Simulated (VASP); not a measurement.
Energy against volume of MgF₂ (rutile). Computed with revPBE GGA, VASP's PBE PAW potentials (set 64) (plane waves; VASP). Numerical set-up: 520 eV cut-off, 5×5×7 Γ-centred mesh, Gaussian smearing of 0.050 eV, potentials Mg F.

Shape and ions are relaxed at each volume.

```tsv
V (Å³/atom)	E (eV/atom)
11.346	-5.01090
11.696	-5.01458
12.047	-5.01273
12.398	-5.00622
```

Fit these four points and predict the energy of the run at 10.995 Å³/atom.

A cubic in V^(−2/3), the third-order Birch-Murnaghan form, passes through the four points with V0 = 11.74 Å³/atom and B0 = 83 GPa, and gives -5.0006 eV/atom there. The run gave -5.0006 eV/atom, -0.0 meV/atom from the fit; all five points give B0 = 82 GPa.

The compound is MgF2 in the rutile structure. It was relaxed first, which changed the volume by +8 %.
